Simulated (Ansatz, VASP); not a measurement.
# Mo (Mo(111), 9 layers) in two plane-wave programs, part 3 of 3

Wanted: the spread between two codes on one cell, functional and k mesh. Of the first pair: The structure shown is the start of the Ansatz relaxation below; VASP solves that cell, so the two are compared at the walk's first step.

VASP 6.6.1 and Ansatz 0.2.0.

So far. Step 4 (Differences): The forces differ by 10 meV/Å r.m.s., which is 1.5 % of the r.m.s. force of 0.658 eV/Å (both taken over all components). With vacuum in the cell, a pressure given here is an average over mostly empty space and none of the material. Step 7 (Side by side): The forces differ by 16 meV/Å r.m.s., which is 5.8 % of the r.m.s. force of 0.282 eV/Å (both taken over all components). With vacuum in the cell, a pressure given here is an average over mostly empty space and none of the material.

## Step 8: Ansatz: relaxation, PBE

Level of this step: Ansatz beside VASP: Kohn-Sham DFT, plane waves, PBE (Ansatz).

The two programs are compared at the cell with which this relaxation starts, whose forces are those of its first step. This pair takes another cell of the material, with 7 atoms against 9 for the pair before.

The structure compared here is the start of the Ansatz relaxation; VASP solves that cell, so the two are compared at the walk's first step.

input.yaml

```yaml
crystal:
  lattice:
    - [2.2273863607, -1.575, 0.0]
    - [2.2273863607, 1.575, 0.0]
    - [0.0, 0.0, 29.3643181644]
  atoms:
    - { symbol: Mo, position: [0.0, 0.0, 0.2724394946] }
    - { symbol: Mo, position: [0.5, 0.5, 0.3482929964] }
    - { symbol: Mo, position: [0.0, 0.0, 0.4241464982] }
    - { symbol: Mo, position: [0.5, 0.5, 0.5] }
    - { symbol: Mo, position: [0.0, 0.0, 0.5758535018] }
    - { symbol: Mo, position: [0.5, 0.5, 0.6517070036] }
    - { symbol: Mo, position: [0.0, 0.0, 0.7275605054] }
kpoints:
  mp_grid: { grid: [12, 12, 1] }
hamiltonian:
  xc: pbe
scf:
  occupations: { method: fermi_dirac, width: 0.1 }
  convergence: { dr2_threshold: 1.0e-08 }
efield:
  axis: 3
  dipole_correction: true
  ramp_position: 0.97
  ramp_width: 0.04
relax:
  f_tol: 0.01
  constraints: [{ sites: [2, 3, 4] }]
output:
  write_potential: true
  write_density: true
  volumetric_format: npy
```

On the command line:

```sh
> ansatz run input.yaml --threads 4 --pin off --max-ram 8192MiB --backend cpu --events-out ev --progress --plain --runs-dir out
```

Numbers of over 12 decimals in the logs are rounded to 6 here.

The program printed:

```text
[...]
Crystal: 7 atoms, lattice volume = 206.028 Å³
Basis set: ecut = 420 eV, 4093 PW (Γ), exchange–correlation on 40×40×400 points (8 copies of the dense FFT grid, shifted against one another)
Bands: 59, of which v1, the nominal top of the filled ones, is band 49 counted from 1 (48 counted from 0)
Symmetry: 4 space group operations
k-points: 43 of 144
[...]
atoms:
    - { symbol: Mo, position: [2.2817201401903965e-18, 2.2817201401903965e-18, 0.274518] }
    - { symbol: Mo, position: [0.5, 0.5, 0.347376] }
    - { symbol: Mo, position: [0.0, 0.0, 0.424146] }
    - { symbol: Mo, position: [0.5, 0.5, 0.500000] }
    - { symbol: Mo, position: [0.0, 0.0, 0.575854] }
    - { symbol: Mo, position: [0.5, 0.5, 0.652624] }
    - { symbol: Mo, position: [-2.2817221024285183e-18, -2.2817221024285183e-18, 0.725482] }
[key lines of the parts left out:]
SCF converged after 7 iterations
Free energy (F): -34689.797561 eV
Fermi energy:    9.139413 eV
Dipole field:    D = 0.000002 V/Å  (p = 0.000002 e·Å, saw-weighted, corrected)
Work function:   Φ+ = 4.5465 eV   Φ− = 4.5466 eV
```

## Step 9: VASP: single point, PBE, start cell, pair 3

The same cell, functional, mesh and smearing now go to VASP, with its own data sets.

INCAR

```
SYSTEM = Mo
PREC = Accurate
ENCUT = 400
EDIFF = 1E-06
NELM = 120
ISMEAR = -1
SIGMA = 0.1
LREAL = .FALSE.
ALGO = Normal
GGA = PE
NBANDS = 60
LASPH = .TRUE.
LORBIT = 11
LWAVE = .FALSE.
LCHARG = .FALSE.
ISIF = 2
LDIPOL = .TRUE.
IDIPOL = 3
DIPOL = 0.5 0.5 0.5
LVHAR = .TRUE.
GGA_COMPAT = .FALSE.
NELMDL = -8
KPAR = 2
```

POSCAR

```
Mo
1.0
    2.2273863607     -1.5750000000      0.0000000000
    2.2273863607      1.5750000000      0.0000000000
    0.0000000000      0.0000000000     29.3643181644
Mo
7
Direct
    0.0000000000      0.0000000000      0.2724394946
    0.5000000000      0.5000000000      0.3482929841
    0.0000000000      0.0000000000      0.4241465077
    0.5000000000      0.5000000000      0.4999999972
    0.0000000000      0.0000000000      0.5758534867
    0.5000000000      0.5000000000      0.6517070103
    0.0000000000      0.0000000000      0.7275604998
```

KPOINTS

```
Automatic mesh
0
Gamma
12 12 1
0 0 0
```

Potentials, in the order of the species: Mo_sv (PBE family, release 64).

On the command line:

```sh
> mpirun -np 2 vasp_std
```

The program printed:

```text
[banner, memory and clock lines left out]
running    2 mpi-ranks, on    1 nodes
[...]
LDA part: xc-table for (Slater+PW92), standard interpolation
 POSCAR, INCAR and KPOINTS ok, starting setup
[...]
entering main loop
       N       E                     dE             d eps       ncg     rms          rms(c)
DAV:   1     0.101070494833E+04    0.10107E+04   -0.57553E+04  6544   0.130E+03
DAV:   2    -0.411421822764E+02   -0.10518E+04   -0.10207E+04  5796   0.454E+02
DAV:   3    -0.783612653090E+02   -0.37219E+02   -0.35936E+02  7068   0.739E+01
DAV:   4    -0.795039218436E+02   -0.11427E+01   -0.11105E+01  6724   0.101E+01
[...]
DAV:  31    -0.741558429015E+02   -0.50690E-05   -0.49942E-07  3260   0.353E-03    0.187E-03
DAV:  32    -0.741558475732E+02   -0.46718E-05   -0.35194E-07  3272   0.197E-03    0.941E-04
DAV:  33    -0.741558481543E+02   -0.58109E-06   -0.53665E-08  3120   0.835E-04
   1 F= -.74155848E+02 E0= -.74071713E+02  d E =-.168270E+00
```

Parts of OUTCAR (step 9):

```text
  Total       -3.3074724     -2.5117928     -1.7084221      0.0000000      0.0000000      0.0000000
  in kB      -25.7205816    -19.5329737    -13.2855558      0.0000000      0.0000000      0.0000000
  external PRESSURE =     -19.5130370 kB  Pullay stress =       0.0000000 kB

 POSITION                                       TOTAL-FORCE (eV/Angst)
 -----------------------------------------------------------------------------------
      0.00000      0.00000      8.00000        -0.000000      0.000000      0.519063
      2.22739      0.00000     10.22739         0.000000      0.000000     -0.661987
      0.00000      0.00000     12.45477        -0.000000      0.000000     -0.011380
      2.22739      0.00000     14.68216        -0.000000      0.000000     -0.000000
      0.00000      0.00000     16.90954        -0.000000      0.000000      0.011380
      2.22739      0.00000     19.13693         0.000000      0.000000      0.661987
      0.00000      0.00000     21.36432        -0.000000      0.000000     -0.519063
 -----------------------------------------------------------------------------------
    total drift:                                0.000000      0.000000      0.002046

  FREE ENERGIE OF THE ION-ELECTRON SYSTEM (eV)
  ---------------------------------------------------
  free  energy   TOTEN  =       -74.1558481543 eV

  energy  without entropy=      -73.9875783189  energy(sigma->0) =      -74.07171324

[... 3 further parts left out ...]
[key lines of the parts left out:]
E-fermi :   4.5797
```

## Step 10: Side by side

Forces (eV/Å; atoms numbered as in POSCAR):

```
atom        Ansatz x, y, z          VASP x, y, z
 Mo1   0.000, 0.000, 0.543   0.000, 0.000, 0.519
 Mo2  0.000, 0.000, -0.659  0.000, 0.000, -0.662
 Mo3  0.000, 0.000, -0.012  0.000, 0.000, -0.011
 Mo4   0.000, 0.000, 0.000   0.000, 0.000, 0.000
 Mo5   0.000, 0.000, 0.012   0.000, 0.000, 0.011
 Mo6   0.000, 0.000, 0.659   0.000, 0.000, 0.662
 Mo7  0.000, 0.000, -0.543  0.000, 0.000, -0.519
```

The forces differ by 7.4 meV/Å r.m.s., which is 2.9 % of the r.m.s. force of 0.260 eV/Å (both taken over all components). With vacuum in the cell, a pressure given here is an average over mostly empty space and none of the material.

## Step 11: What came out

```yaml
r_m_s_force_difference_single_point_pbe_start_cell_pair_1: 1.5 % of the r.m.s. force
r_m_s_force_difference_single_point_pbe_relaxed_cell_pair_2: 5.8 % of the r.m.s. force
r_m_s_force_difference_single_point_pbe_start_cell_pair_3: 2.9 % of the r.m.s. force
```

**Reading.** The r.m.s. force difference is 5.8 % of the r.m.s. force (single point, PBE, relaxed cell, pair 2), beyond the 3 % picked in this series as the mark of a large difference. What causes the difference of the single point, PBE, relaxed cell, pair 2 pair stays open here. 1 further run of this series is not shown here. Such differences can come from data sets, numerical settings and the points named under the comparisons, not from the functional's error against experiment.

[Lines on the potential files, build, host, timing and source positions are cut from VASP's logs without a mark.]

[Logs are printed without paths, hosts, clocks, repeated set-up lines and the standing remarks that a program may print on its own settings, such as how far it seeks lower states.]

[Hosts, paths, dates, database ids (printed as entryN), source tags and the programs' standing remarks are cut or masked in the printed files.]
